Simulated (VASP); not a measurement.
VASP, PAW. Band gap of CdO (rock salt) (no spin-orbit coupling). mBJ is a potential without an energy functional, so only the levels count.

```csv
level,band gap (eV)
mBJ (TB09) (PBE cell),1.32
PBE (own cell),0 (metallic)
```

Task: Estimate the band gap from PBEsol (own cell), LDA (own cell), HSE06 (PBE cell).

Result: 
```yaml
PBEsol (own cell): 0 (metallic) eV
LDA (own cell): 0 (metallic) eV
HSE06 (PBE cell): 0.76 eV
```

Only levels that ran to the end are used. Left out are those held back, those with too coarse a band path, GW runs whose mesh misses a band edge, hybrids' fits of cells that aren't cubic and levels without matching references; a question may draw on a part of the rest.

The compound is CdO in the rock salt structure.
